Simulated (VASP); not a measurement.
Given:

```xyz
2
Lattice="1.8039 -3.1245 0.0000 1.8039 3.1245 0.0000 0.0000 0.0000 5.5563" Properties=species:S:1:pos:R:3 pbc="T T T"
Ho     1.8039     1.0415     1.3891
Ho     1.8039    -1.0415     4.1672
```

These are PBE GGA, VASP's PBE PAW potentials (set 64) (plane waves; VASP 6.6.1) values and carry that method's errors. Settings: 400 eV cut-off, 11×11×6 Γ-centred mesh, first-order Methfessel-Paxton smearing of 0.10 eV, potentials Ho_3.

The 4f electrons are frozen in the core of the lanthanide potential, so 4f levels, which can set the real gap, and their magnetism are missing.

Task: Estimate the energy per atom (σ→0), band gap (on the k-mesh) with the smallest direct gap where there is one.

Result: 
- band gap (on the k-mesh): none (metal, semimetal or under 0.01 eV)
- energy per atom (σ→0): -4.518 eV/atom

Only differences to runs with the same potentials and settings are physical.

The compound is Ho in the hcp structure. It was relaxed first. The start is the result of an earlier pass.
